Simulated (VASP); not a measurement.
## TiTe2 with MS2: from relaxation to properties

Wanted: the relaxed cell of TiTe2 and its properties. The steps: relaxing cell and atoms (MS2), second relaxation, single point with fields (MS2), bands along the symmetry lines (MS2), density of states (MS2), elastic tensor by finite strains (MS2), volume scan with MS2, fit for MS2, field gradients at the nuclei (MS2), zone-centre phonons (MS2) and bands along the symmetry lines (MS2), changed input. The start is a cell from a database of measured crystal structures.

Main program and level: VASP 6.6.1; MS2, no spin polarisation; plane waves and PAW (Te, Ti_sv).

Report form: the programs' logs are mostly left out.

### 1. Starting point

Before any relaxation, the start is as follows. The structure is trigonal, space group P-3m1 (No. 164). Conventional cell: a = 3.777 Å, b = 3.777 Å, c = 6.498 Å, α = 90.00°, β = 90.00°, γ = 120.00°. Te has 3 Ti at 2.77 Å nearest. Ti has 6 Te at 2.77 Å nearest. Farther neighbours and most contacts between anions are not listed.

As a file:

```xyz
3
Lattice="3.7770 0.0000 0.0000 -1.8885 3.2710 0.0000 0.0000 0.0000 6.4980" Properties=species:S:1:pos:R:3 pbc="T T T"
Te    0.0000    2.1807    4.7903
Te    1.8885    1.0903    1.7077
Ti    0.0000    0.0000    0.0000
```

### 2. Relaxing cell and atoms (MS2)

Properties are meant for the cell that this level of theory prefers, so cell and atoms are relaxed first (ISIF = 3) until forces and stress are small; EDIFFG sets the threshold.

The input, INCAR:

```
SYSTEM = TiTe2
PREC = Accurate
ENCUT = 400
EDIFF = 1E-06
NELM = 100
ISMEAR = 0
SIGMA = 0.05
LREAL = .FALSE.
ALGO = Normal
METAGGA = MS2
LASPH = .TRUE.
LORBIT = 11
LWAVE = .FALSE.
LCHARG = .FALSE.
IBRION = 2
NSW = 60
ISIF = 3
EDIFFG = -0.01
```

The input, POSCAR:

```
TiTe2
1.0
    3.7770000000      0.0000000000      0.0000000000
   -1.8885000000      3.2709779501      0.0000000000
    0.0000000000      0.0000000000      6.4980000000
Te Ti
2 1
Direct
    0.3333333333      0.6666666667      0.7372000000
    0.6666666667      0.3333333333      0.2628000000
    0.0000000000      0.0000000000      0.0000000000
```

The input, KPOINTS:

```
Automatic mesh
0
Gamma
7 7 4
0 0 0
```

Potentials, in the order of the species: Te and Ti_sv (PBE family, release 64).

Command:

```bash
$ mpirun -np 1 vasp_std
```

It took 13 min on 1 MPI rank of Intel Xeon Platinum 8488C (Sapphire Rapids), shared host; peak memory 0.2 GiB.

This run has no spin polarisation, although Ti can carry a moment. The k-mesh is coarse for a metal. The bonds form layers, held to each other by dispersion, which MS2 lacks, so the spacing between them is unreliable. The PAW data sets were made with PBE, which is usual practice but a small mismatch for other functionals. The run keeps the 12 symmetry operations of its start, so it cannot find a distortion of lower symmetry.

Step by step:

| step | energy less that of the first step (eV) | largest force (eV/Å) | pressure (GPa) | volume (Å³) |
| --- | --- | --- | --- | --- |
| 1 | 0.0000 | 0.1453 | -1.19 | 80.28 |
| 2 | -0.0023 | 0.1938 | 0.96 | 77.99 |
| 3 | -0.0057 | 0.0449 | 0.01 | 78.96 |
| 4 | -0.0057 | 0.0375 | -0.04 | 79.01 |
| 5 | -0.0058 | 0.0266 | -0.02 | 78.92 |
| 6 | -0.0059 | 0.0120 | -0.01 | 78.80 |
| 7 | -0.0059 | 0.0106 | -0.01 | 78.76 |
| 8 | -0.0060 | 0.0063 | 0.00 | 78.64 |

| conventional cell, symmetrised | before | after | change |
| --- | --- | --- | --- |
| a (Å) | 3.777 | 3.751 | -0.7 % |
| b (Å) | 3.777 | 3.751 | -0.7 % |
| c (Å) | 6.498 | 6.455 | -0.7 % |
| volume (Å³/atom) | 26.76 | 26.21 | -2.0 % |

Final coordinates:

```xyz
3
Lattice="3.7507 0.0000 0.0000 -1.8753 3.2482 0.0000 0.0000 0.0000 6.4547" Properties=species:S:1:pos:R:3 pbc="T T T"
Te    0.0000    2.1655    4.7549
Te    1.8753    1.0827    1.6998
Ti    0.0000    0.0000    0.0000
```

This step gave:

- electrons: 24
- bands: 16
- irreducible k-points: 28
- symmetry operations: 12
- free energy (TOTEN): -12.57 eV
- energy at zero smearing: -12.57 eV
- Fermi energy: 7.105 eV
- pressure: -0.004576 GPa
- metallic: yes
- SCF cycles over all ionic steps: 109

It ends with a largest force of 0.006 eV/Å and a pressure of 0.00 GPa. The volume lies -2.0 % from that of the database's start, which holds the thermal and zero-point expansion of its experiment.

### 3. Second relaxation

The basis stayed that of the start cell while the cell moved. A rerun from the cell reached resets it; the error of the finite cutoff stays.

INCAR is that of step 2.

The input, POSCAR:

```
TiTe2
1.0
    3.7506822852      0.0000000000      0.0000000000
   -1.8753411426      3.2481861405      0.0000000000
    0.0000000000      0.0000000000      6.4546558576
Te Ti
2 1
Direct
    0.3333333333      0.6666666667      0.7366621683
    0.6666666667      0.3333333333      0.2633378317
    0.0000000000      0.0000000000      0.0000000000
```

KPOINTS is that of step 2.

Command:

```bash
$ mpirun -np 1 vasp_std
```

Run time: 5 min. Hardware: 1 MPI rank; peak memory 0.18 GiB.

Relaxation path:

| step | energy less that of the first step (eV) | largest force (eV/Å) | pressure (GPa) | volume (Å³) |
| --- | --- | --- | --- | --- |
| 1 | 0.0000 | 0.0033 | 0.04 | 78.64 |
| 2 | 0.0000 | 0.0027 | -0.03 | 78.71 |
| 3 | 0.0000 | 0.0032 | -0.03 | 78.72 |
| 4 | 0.0000 | 0.0055 | -0.05 | 78.75 |
| 5 | 0.0000 | 0.0043 | -0.04 | 78.74 |
| 6 | 0.0000 | 0.0064 | 0.00 | 78.70 |

| conventional cell, symmetrised | before | after | change |
| --- | --- | --- | --- |
| a (Å) | 3.751 | 3.755 | +0.1 % |
| b (Å) | 3.751 | 3.755 | +0.1 % |
| c (Å) | 6.455 | 6.446 | -0.1 % |
| volume (Å³/atom) | 26.21 | 26.23 | +0.1 % |

Final coordinates:

```xyz
3
Lattice="3.7546 0.0000 0.0000 -1.8773 3.2516 0.0000 0.0000 0.0000 6.4464" Properties=species:S:1:pos:R:3 pbc="T T T"
Te    0.0000    2.1677    4.7487
Te    1.8773    1.0839    1.6977
Ti    0.0000    0.0000    0.0000
```

Numbers from this step:

```
Fermi energy                    : 7.097 eV
pressure                        : -0.004308 GPa
SCF cycles over all ionic steps : 62
```

It ends with a largest force of 0.006 eV/Å and a pressure of 0.00 GPa. The volume moved by only 0.08 %, so the volume is settled.

### 4. Single point with fields (MS2)

A single point on the relaxed cell gives a clean self-consistent state, with density, ELF and potential written out.

Changes to INCAR since step 3:

```diff
@@ -13,6 +13,5 @@
 LWAVE = .FALSE.
-LCHARG = .FALSE.
-IBRION = 2
-NSW = 60
-ISIF = 3
-EDIFFG = -0.01
+LCHARG = .TRUE.
+ISIF = 2
+LELF = .TRUE.
+LVHAR = .TRUE.
```

The input, POSCAR:

```
TiTe2
1.0
    3.7546070291      0.0000000000      0.0000000000
   -1.8773035146      3.2515850685      0.0000000000
    0.0000000000      0.0000000000      6.4464349873
Te Ti
2 1
Direct
    0.3333333333      0.6666666667      0.7366472200
    0.6666666667      0.3333333333      0.2633527800
    0.0000000000      0.0000000000      0.0000000000
```

KPOINTS is that of step 3.

Command:

```bash
$ mpirun -np 1 vasp_std
```

It took 1.9 min on 1 MPI rank; peak memory 0.18 GiB.

Numbers from this step:

* SCF cycles: 27
* pressure: -9.65e-4 GPa

Valence electrons inside each PAW sphere by angular momentum. Sphere charges, by row:

| atom | s (e) | p (e) | d (e) | tot (e) |
| --- | --- | --- | --- | --- |
| Te1 | 1.394 | 2.033 | 0.042 | 3.47 |
| Te2 | 1.394 | 2.033 | 0.042 | 3.47 |
| Ti3 | 2.169 | 6.138 | 1.823 | 10.13 |

ELF in the ac plane at fractional y = 0.000, with atoms of Ti within 0.2 Å of it. It is the smooth field of the valence electrons, not physical close to the nuclei.

Ten even steps from '0' (0.01) to '9' (0.96), each cell a mean:
```
98520133310268
65311355431246
22123566653122
00136777775210
01257777877420
11367888877531
11357788877421
01246788876421
00135677765210
00023556543100
00001223221000
00000111110000
00001122211000
00012455432100
00135677764210
01246788876311
11357788876421
11367888877531
01357888877521
00146777776310
11124677764111
54312455531235
98511234311258
99620123210379
```
Columns run along a (3.8 Å), rows up along c (6.4 Å). Atoms in or near the plane, at fractional coordinates: Ti at (0.00, 0.00).

Valence density in the ac plane at fractional y = 0.000, with atoms of Ti within 0.2 Å of it. It is the smooth field of the valence electrons, not physical close to the nuclei.

Values in e/Å³, 24 rows by 14 columns, each cell a mean:
```
11  8  3  1  0  0  0  0  0  0  0  1  4  9
 5  4  2  0  0  0  0  0  0  0  0  1  2  4
 1  1  1  0  0  0  0  0  0  0  0  0  1  1
 0  0  0  0  0  0  0  0  0  0  0  0  0  0
 0  0  0  0  0  0  0  0  0  0  0  0  0  0
 0  0  0  0  0  0  0  0  0  0  0  0  0  0
 0  0  0  0  0  0  0  0  0  0  0  0  0  0
 0  0  0  0  0  0  0  0  0  0  0  0  0  0
 0  0  0  0  0  0  0  0  0  0  0  0  0  0
 0  0  0  0  0  0  0  0  0  0  0  0  0  0
 0  0  0  0  0  0  0  0  0  0  0  0  0  0
 0  0  0  0  0  0  0  0  0  0  0  0  0  0
 0  0  0  0  0  0  0  0  0  0  0  0  0  0
 0  0  0  0  0  0  0  0  0  0  0  0  0  0
 0  0  0  0  0  0  0  0  0  0  0  0  0  0
 0  0  0  0  0  0  0  0  0  0  0  0  0  0
 0  0  0  0  0  0  0  0  0  0  0  0  0  0
 0  0  0  0  0  0  0  0  0  0  0  0  0  0
 0  0  0  0  0  0  0  0  0  0  0  0  0  0
 0  0  0  0  0  0  0  0  0  0  0  0  0  0
 1  1  0  0  0  0  0  0  0  0  0  0  0  1
 4  3  1  0  0  0  0  0  0  0  0  1  2  3
 9  7  3  1  0  0  0  0  0  0  0  1  4  8
14  9  4  1  0  0  0  0  0  0  0  1  5 11
```
Columns run along a (3.8 Å), rows up along c (6.4 Å). Atoms in or near the plane, at fractional coordinates: Ti at (0.00, 0.00).

Electrostatic potential energy in the ac plane at fractional y = 0.000, with atoms of Ti within 0.2 Å of it. With pseudopotentials it is smooth inside the atoms' cores, unlike the true potential.

Values in eV, 24 rows by 14 columns, each cell a mean:
```
-60 -59 -46 -20  -5  -1   2   2   1  -1  -7 -29 -50 -59
-54 -48 -33 -12  -3   0   1   1   1  -1  -4 -18 -37 -50
-32 -26 -15  -5  -2   0   0   0   0  -1  -2  -7 -18 -28
 -8  -6  -3  -2  -1  -2  -2  -3  -2  -1  -1  -2  -4  -7
 -2  -1   0   0  -1  -3  -4  -5  -4  -2  -1   0  -1  -1
  2   2   2   1  -1  -4  -6  -8  -6  -3  -1   1   2   2
  3   3   3   1  -1  -4  -6  -7  -5  -3  -1   2   3   3
  4   4   3   2   0  -2  -4  -5  -4  -2   0   2   3   4
  4   4   4   3   1   0  -2  -2  -1   0   2   3   4   4
  4   4   4   3   3   2   1   1   1   2   3   4   4   4
  4   4   4   4   3   3   2   2   3   3   3   4   4   4
  4   4   4   4   4   3   3   3   3   3   4   4   4   4
  4   4   4   4   4   3   3   3   3   3   4   4   4   4
  4   4   4   3   3   2   1   1   2   2   3   4   4   4
  4   4   4   3   2   0  -1  -1  -1   1   2   3   4   4
  4   4   3   2   0  -2  -3  -4  -3  -1   1   3   3   4
  3   3   3   1  -1  -4  -6  -7  -5  -3  -1   2   3   3
  2   2   2   1  -1  -4  -7  -8  -6  -3  -1   1   2   2
  0   0   0   0  -1  -3  -5  -6  -4  -3  -1   0   0   0
 -6  -5  -3  -1  -1  -2  -3  -3  -3  -2  -1  -2  -3  -5
-24 -19 -10  -3  -2  -1  -1  -1  -1  -1  -2  -5 -12 -20
-49 -43 -28 -10  -3   0   1   1   1  -1  -3 -15 -32 -45
-60 -57 -43 -19  -5  -1   2   2   1  -1  -6 -27 -48 -59
-60 -60 -49 -24  -6  -1   2   2   1  -2  -8 -32 -54 -60
```
Columns run along a (3.8 Å; values clipped at the 3rd and 97th percentile), rows up along c (6.4 Å). Atoms in or near the plane, at fractional coordinates: Ti at (0.00, 0.00).

In this run the pressure is 0.00 GPa, small enough to go on.

### 5. Bands along the symmetry lines (MS2)

Levels along the symmetry lines show where the bands peak and cross; KPOINTS_OPT computes them in the converged potential.

Changes to INCAR since step 4:

```diff
@@ -13,5 +13,2 @@
 LWAVE = .FALSE.
-LCHARG = .TRUE.
-ISIF = 2
-LELF = .TRUE.
-LVHAR = .TRUE.
+LCHARG = .FALSE.
```

POSCAR is that of step 4.

KPOINTS is that of step 4.

The input, KPOINTS_OPT:

```
Line mode
16
Line-mode
Reciprocal
  0.00000000   0.00000000   0.00000000 GAMMA
  0.50000000   0.00000000   0.00000000 M

  0.50000000   0.00000000   0.00000000 M
  0.33333333   0.33333333   0.00000000 K

  0.33333333   0.33333333   0.00000000 K
  0.00000000   0.00000000   0.00000000 GAMMA

  0.00000000   0.00000000   0.00000000 GAMMA
  0.00000000   0.00000000   0.50000000 A

  0.00000000   0.00000000   0.50000000 A
  0.50000000   0.00000000   0.50000000 L

  0.50000000   0.00000000   0.50000000 L
  0.33333333   0.33333333   0.50000000 H

  0.33333333   0.33333333   0.50000000 H
  0.00000000   0.00000000   0.50000000 A

  0.50000000   0.00000000   0.50000000 L
  0.50000000   0.00000000   0.00000000 M

  0.33333333   0.33333333   0.00000000 K
  0.33333333   0.33333333   0.50000000 H
```

Command:

```bash
$ mpirun -np 1 vasp_std
```

Elapsed: 3.7 min, on 1 MPI rank; peak memory 0.19 GiB.

Spin-orbit coupling is off here; with elements this heavy it splits and shifts levels by tenths of an eV or more.

The electronic bands at the labelled points (eV, zero at the Fermi level; # counts the bands kept):

| point | #3 | #4 | #5 | #6 | #7 | #8 |
| --- | --- | --- | --- | --- | --- | --- |
| Γ | -1.88 | 0.44 | 0.44 | 0.46 | 0.51 | 1.02 |
| 0.47 of the way | -2.34 | -1.85 | -0.69 | -0.51 | 0.26 | 1.31 |
| M | -2.98 | -2.59 | -1.96 | -1.31 | 0.03 | 1.31 |
| 0.47 of the way | -2.94 | -2.70 | -2.47 | -2.16 | 0.83 | 1.33 |
| K | -3.93 | -2.60 | -2.56 | -2.56 | 1.17 | 1.58 |
| 0.47 of the way | -3.19 | -2.24 | -1.81 | -0.90 | 0.55 | 1.53 |
| Γ | -1.88 | 0.44 | 0.44 | 0.46 | 0.51 | 1.02 |
| 0.47 of the way | -1.84 | -1.00 | 0.43 | 0.43 | 0.86 | 0.86 |
| A | -1.80 | -1.80 | 0.43 | 0.43 | 0.69 | 0.69 |
| 0.47 of the way | -2.25 | -1.87 | -1.63 | -0.63 | 0.36 | 1.52 |
| L | -2.63 | -2.24 | -1.12 | -0.76 | -0.28 | 1.30 |
| 0.47 of the way | -2.79 | -2.72 | -1.86 | -1.44 | 0.40 | 1.34 |
| H | -3.96 | -3.50 | -1.89 | -1.89 | 1.11 | 1.11 |
| 0.47 of the way | -2.31 | -1.95 | -1.88 | -1.67 | 0.78 | 1.08 |
| A | -1.80 | -1.80 | 0.43 | 0.43 | 0.69 | 0.69 |
| jump to L | -2.63 | -2.24 | -1.12 | -0.76 | -0.28 | 1.30 |
| 0.47 of the way | -2.80 | -2.14 | -1.77 | -0.99 | -0.06 | 1.30 |
| M | -2.98 | -2.59 | -1.96 | -1.31 | 0.03 | 1.31 |
| jump to K | -3.93 | -2.60 | -2.56 | -2.56 | 1.17 | 1.58 |
| 0.47 of the way | -4.15 | -2.92 | -2.23 | -2.23 | 1.17 | 1.31 |
| H | -3.96 | -3.50 | -1.89 | -1.89 | 1.11 | 1.11 |

Of the projections kept (Te, Ti), the largest for each band there; the rest of the weight can lie on other orbitals:

| point | #3 | #4 | #5 | #6 | #7 | #8 |
| --- | --- | --- | --- | --- | --- | --- |
| Γ | Ti 0.60 | Ti 0.98 | Ti 0.98 | Ti 0.93 | Te 0.97 | Te 0.97 |
| M | Te 0.90 | Te 0.57 | Ti 0.55 | Te 0.92 | Ti 0.82 | Ti 1.00 |
| K | Te 0.71 | Te 0.88 | Te 0.73 | Te 0.73 | Ti 0.97 | Ti 0.89 |
| Γ | Ti 0.60 | Ti 0.98 | Ti 0.98 | Ti 0.93 | Te 0.97 | Te 0.97 |
| A | Ti 0.62 | Ti 0.62 | Ti 0.97 | Ti 0.97 | Te 0.97 | Te 0.97 |
| L | Te 0.59 | Te 0.51 | Te 0.92 | Te 0.91 | Ti 0.91 | Ti 0.99 |

There is no gap at this level.

### 6. Density of states (MS2)

A density of states needs more k-points than a total energy; ISMEAR = -5 takes tetrahedra, and LORBIT projects the states on the PAW spheres. The mesh is finer than in the run before.

Changes to INCAR since step 5:

```diff
@@ -5,3 +5,3 @@
 NELM = 100
-ISMEAR = 0
+ISMEAR = -5
 SIGMA = 0.05
@@ -14 +14,2 @@
 LCHARG = .FALSE.
+NEDOS = 2001
```

POSCAR is that of step 5.

The input, KPOINTS:

```
Automatic mesh
0
Gamma
10 10 5
0 0 0
```

Command:

```bash
$ mpirun -np 1 vasp_std
```

Wall time 3.4 min (1 MPI rank); peak memory 0.2 GiB.

With tetrahedra the forces and stress of a metal are not exact derivatives of the energy.

Numbers from this step:

| Item | Value |
| --- | --- |
| SCF cycles | 25 |
| irreducible k-points | 58 |
| Fermi energy | 7.143 eV |
| pressure | 0.1477 GPa |
| DOS at the Fermi level | 1.174 states/eV/cell |

The density of states has structure finer than the step of the table below, so its rows give means over 0.5 eV, whole bins alone (the curve runs from -12.0 to 1.89 eV). Peaks (eV: height): total -10.58: 6.16, -1.93: 5.74, 1.26: 14.5, 1.54: 9.02; Ti d -1.93: 1.55, 0.56: 2.41, 1.26: 10.9, 1.54: 6.68; Te p -4.59: 1.26, -2.81: 1.25, -2.07: 1.84, -1.93: 1.87; Te s -10.86: 3.24, -10.58: 4.25.

States under -12.0 eV and over 1.9 eV are left out. The density of states by energy, zero at the Fermi level; means over each step; values in states/eV/cell:

| energy (eV) | total | Ti d | Te p | Te s |
| --- | --- | --- | --- | --- |
| -11.5 | 1.32 | 0.00596 | 0.0108 | 0.820 |
| -11.0 | 3.03 | 0.0359 | 0.0182 | 2.00 |
| -10.5 | 2.60 | 0.0484 | 0.0135 | 1.79 |
| -10.0 | 0 | 0 | 0 | 0 |
| -9.5 | 0 | 0 | 0 | 0 |
| -9.0 | 0 | 0 | 0 | 0 |
| -8.5 | 0 | 0 | 0 | 0 |
| -8.0 | 0 | 0 | 0 | 0 |
| -7.5 | 0 | 0 | 0 | 0 |
| -7.0 | 0 | 0 | 0 | 0 |
| -6.5 | 0 | 0 | 0 | 0 |
| -6.0 | 0 | 0 | 0 | 0 |
| -5.5 | 0.124 | 0.00483 | 0.0376 | 0.00148 |
| -5.0 | 1.42 | 0.0636 | 0.442 | 0.0196 |
| -4.5 | 3.08 | 0.155 | 0.991 | 0.0543 |
| -4.0 | 1.95 | 0.131 | 0.642 | 0.0536 |
| -3.5 | 1.31 | 0.106 | 0.432 | 0.0345 |
| -3.0 | 2.77 | 0.309 | 0.938 | 0.0438 |
| -2.5 | 3.24 | 0.630 | 1.08 | 0.0338 |
| -2.0 | 4.46 | 1.04 | 1.50 | 0.0501 |
| -1.5 | 2.79 | 0.459 | 1.04 | 0.0417 |
| -1.0 | 1.64 | 0.273 | 0.622 | 0.0194 |
| -0.5 | 0.838 | 0.219 | 0.279 | 0.00860 |
| 0.0 | 1.15 | 0.598 | 0.154 | 0.0103 |
| 0.5 | 2.69 | 1.65 | 0.236 | 0.0232 |
| 1.0 | 2.50 | 1.62 | 0.279 | 0.0144 |
| 1.5 | 5.84 | 4.17 | 0.510 | 0.0264 |

The finer mesh and the other smearing move the Fermi level by +0.05 eV from the 7×7×4 run, a small shift, which tests the Fermi level alone. Of the states within 0.3 eV of the Fermi level, the largest shares in the PAW spheres are Ti d 52 % and Te p 14 %. The rest lies in smaller channels or between the spheres.

### 7. Elastic tensor by finite strains (MS2)

IBRION = 6 with ISIF = 3 strains the cell both ways at fixed fractional positions, and adds the ions' share afterwards from the force constants. Stress converges slowly with the basis, so the cutoff is raised.

The input, INCAR:

```
SYSTEM = TiTe2
PREC = Accurate
ENCUT = 500
EDIFF = 1E-07
NELM = 100
ISMEAR = 0
SIGMA = 0.05
LREAL = .FALSE.
ALGO = Normal
METAGGA = MS2
LASPH = .TRUE.
LORBIT = 11
LWAVE = .FALSE.
LCHARG = .FALSE.
IBRION = 6
NFREE = 2
POTIM = 0.015
ISIF = 3
NSW = 1
```

POSCAR is that of step 6.

The input, KPOINTS:

```
Automatic mesh
0
Gamma
7 7 4
0 0 0
```

Command:

```bash
$ mpirun -np 1 vasp_std
```

Elapsed: 5.2 min, on 1 MPI rank.

The run ended with an error.

VASP's message: “RE_READ_KPOINTS: the new IBZ does not contain all k-points of the original IBZ.”. No number of this run is used.

### 8. Volume scan with MS2

An equation of state needs energies on both sides of the minimum, all on one mesh and cutoff.

The input, INCAR:

```
SYSTEM = TiTe2
PREC = Accurate
ENCUT = 400
EDIFF = 1E-06
NELM = 100
ISMEAR = 0
SIGMA = 0.05
LREAL = .FALSE.
ALGO = Normal
METAGGA = MS2
LASPH = .TRUE.
LORBIT = 11
LWAVE = .FALSE.
LCHARG = .FALSE.
ISIF = 2
```

The input, POSCAR:

```
TiTe2
1.0
    3.6779608894      0.0000000000      0.0000000000
   -1.8389804447      3.1852075644      0.0000000000
    0.0000000000      0.0000000000      6.3148381643
Te Ti
2 1
Direct
    0.3333333333      0.6666666667      0.7366472200
    0.6666666667      0.3333333333      0.2633527800
    0.0000000000      0.0000000000      0.0000000000
```

KPOINTS is that of step 7.

Command:

```bash
$ mpirun -np 1 vasp_std
```

The job ended after 2.4 min (1 MPI rank; peak memory 0.18 GiB).

The scan keeps the cell's shape and the fractional positions fixed.

This step gave:

```yaml
scf_cycles: 31
irreducible_k_points: 28
free_energy_toten: -12.50 eV
energy_at_zero_smearing: -12.50 eV
fermi_energy: 7.819 eV
pressure: 4.604 GPa
```

Force by atom:

| atom | x (eV/Å) | y (eV/Å) | z (eV/Å) | size |
| --- | --- | --- | --- | --- |
| Te1 | 0.000 | 0.000 | -0.620 | 0.620 |
| Te2 | 0.000 | 0.000 | 0.620 | 0.620 |
| Ti3 | 0.000 | 0.000 | 0.000 | 0.000 |

The pressure here is 4.60 GPa.

### 9. Volume scan with MS2 (run 2)

INCAR is that of step 8.

The input, POSCAR:

```
TiTe2
1.0
    3.7038628758      0.0000000000      0.0000000000
   -1.8519314380      3.2076393427      0.0000000000
    0.0000000000      0.0000000000      6.3593103208
Te Ti
2 1
Direct
    0.3333333333      0.6666666667      0.7366472200
    0.6666666667      0.3333333333      0.2633527800
    0.0000000000      0.0000000000      0.0000000000
```

KPOINTS is that of step 8.

Command:

```bash
$ mpirun -np 1 vasp_std
```

Wall time 1.9 min (1 MPI rank); peak memory 0.18 GiB.

Numbers from this step:

* SCF cycles: 32
* free energy (TOTEN): -12.54 eV
* energy at zero smearing: -12.54 eV
* Fermi energy: 7.571 eV
* pressure: 2.914 GPa

Force by atom:

| atom | x (eV/Å) | y (eV/Å) | z (eV/Å) | size |
| --- | --- | --- | --- | --- |
| Te1 | 0.000 | 0.000 | -0.400 | 0.400 |
| Te2 | 0.000 | 0.000 | 0.400 | 0.400 |
| Ti3 | 0.000 | 0.000 | 0.000 | 0.000 |

The pressure falls from 4.60 to 2.91 GPa.

The run ends at a pressure of 2.91 GPa, with forces up to 0.40 eV/Å.

### 10. Volume scan with MS2 (run 3)

INCAR is that of step 9.

The input, POSCAR:

```
TiTe2
1.0
    3.7294075649      0.0000000000      0.0000000000
   -1.8647037825      3.2297616924      0.0000000000
    0.0000000000      0.0000000000      6.4031690193
Te Ti
2 1
Direct
    0.3333333333      0.6666666667      0.7366472200
    0.6666666667      0.3333333333      0.2633527800
    0.0000000000      0.0000000000      0.0000000000
```

KPOINTS is that of step 9.

Command:

```bash
$ mpirun -np 1 vasp_std
```

The job ended after 2 min (1 MPI rank; peak memory 0.18 GiB).

The pressure falls from 2.91 to 1.38 GPa.

The run ends at a pressure of 1.38 GPa, with forces up to 0.20 eV/Å.

[end of part 1 of 2]

[Lines on the potential files, build, host, timing and source positions are cut from VASP's logs without a mark.]

[Logs are printed without paths, hosts, clocks, repeated set-up lines and the standing remarks that a program may print on its own settings, such as how far it seeks lower states.]

[Hosts, paths, dates, database ids (printed as entryN), source tags and the programs' standing remarks are cut or masked in the printed files.]

[A measured line is paired with the nearest computed mode of its activity, which favours agreement.]
